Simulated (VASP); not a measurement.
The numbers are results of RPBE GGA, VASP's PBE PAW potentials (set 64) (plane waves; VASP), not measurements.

VASP ran on this input.

### INCAR
```
SYSTEM  =  Tc
PREC  =  Accurate; ENCUT  =  520; LREAL  =  .FALSE.
LASPH  =  .TRUE.
EDIFF  =  1E-7; NELM  =  100; ALGO  =  Normal
LMAXMIX  =  4
ISMEAR  =  -5
GGA  =  RP
ISIF  =  2
LWAVE  =  .FALSE.; LCHARG  =  .TRUE.; LORBIT  =  11
NEDOS  =  601
```

File POSCAR:
```
Tc
1
    1.3801936693    -2.3905659619     0.0000000000
    1.3801936693     2.3905659619     0.0000000000
    0.0000000000     0.0000000000     4.4226935360
Tc
2
Direct
  0.3333330000   0.6666670000   0.2500000000
  0.6666670000   0.3333330000   0.7500000000
```

**KPOINTS**
```
Automatic
0
Gamma
17 17 9
```

POTCAR, in this order: Tc_pv (PBE.64 set). Program: vasp_std.

Output of the run:

OSZICAR:
```
       N       E                     dE             d eps       ncg     rms          rms(c)
DAV:   1     0.312539540875E+03    0.31254E+03   -0.16769E+04  5634   0.160E+03
DAV:   2    -0.127149589756E+02   -0.32525E+03   -0.32216E+03  6233   0.454E+02
DAV:   3    -0.207538419763E+02   -0.80389E+01   -0.79128E+01  6766   0.820E+01
DAV:   4    -0.208301996202E+02   -0.76358E-01   -0.75926E-01  6368   0.792E+00
DAV:   5    -0.208308055097E+02   -0.60589E-03   -0.60366E-03  6277   0.710E-01    0.222E+01
DAV:   6    -0.196045731077E+02    0.12262E+01   -0.30896E+00  5976   0.174E+01    0.676E+00
DAV:   7    -0.194688132293E+02    0.13576E+00   -0.56523E-01  6379   0.679E+00    0.825E-01
DAV:   8    -0.194612785568E+02    0.75347E-02   -0.97706E-03  5839   0.105E+00    0.191E-01
DAV:   9    -0.194614626345E+02   -0.18408E-03   -0.40423E-04  6639   0.189E-01    0.226E-02
DAV:  10    -0.194614456249E+02    0.17010E-04   -0.13646E-05  5967   0.349E-02    0.112E-02
DAV:  11    -0.194614494928E+02   -0.38679E-05   -0.16398E-06  5870   0.131E-02    0.910E-04
DAV:  12    -0.194614484668E+02    0.10260E-05   -0.36130E-08  2994   0.159E-03    0.363E-04
DAV:  13    -0.194614481518E+02    0.31496E-06   -0.75914E-09  2852   0.647E-04    0.794E-05
DAV:  14    -0.194614481938E+02   -0.42005E-07   -0.12398E-09  2848   0.283E-04
   1 F= -.19461448E+02 E0= -.19461448E+02  d E =0.000000E+00
```

### OUTCAR
```
------------------------ aborting loop because EDIFF is reached ----------------------------------------
  FORCE on cell =-STRESS in cart. coord.  units (eV):
  Direction    XX          YY          ZZ          XY          YZ          ZX
  --------------------------------------------------------------------------------------
  Total        0.0593234      0.0593234      0.0064686     -0.0000000      0.0000000      0.0000000
  in kB        3.2567099      3.2567110      0.3551110     -0.0000000      0.0000000      0.0000000
  external PRESSURE =       2.2895107 kB  Pullay stress =       0.0000000 kB
  volume of cell :       29.18
      direct lattice vectors                 reciprocal lattice vectors
     1.380193669 -2.390565962  0.000000000     0.362268000 -0.209155492  0.000000000
     1.380193669  2.390565962  0.000000000     0.362268000  0.209155492  0.000000000
     0.000000000  0.000000000  4.422693536     0.000000000  0.000000000  0.226106555
 POSITION                                       TOTAL-FORCE (eV/Angst)
 -----------------------------------------------------------------------------------
      1.38019      0.79686      1.10567         0.000000     -0.000000      0.000000
      1.38019     -0.79686      3.31702        -0.000000      0.000000      0.000000
 -----------------------------------------------------------------------------------
    total drift:                               -0.000000      0.000626     -0.000043
  FREE ENERGIE OF THE ION-ELECTRON SYSTEM (eV)
  ---------------------------------------------------
  free  energy   TOTEN  =       -19.4614481938 eV

  energy  without entropy=      -19.4614481938  energy(sigma->0) =      -19.46144819

 total charge

# of ion       s       p       d       tot
------------------------------------------
    1        0.470   6.474   5.088  12.032
    2        0.470   6.474   5.088  12.032
--------------------------------------------------
tot          0.940  12.949  10.176  24.065
```
(Selected blocks of OUTCAR.)

For a metal the tetrahedron method with Blöchl corrections gives inexact stress and forces.

The compound is Tc in the hcp structure. It was relaxed first.
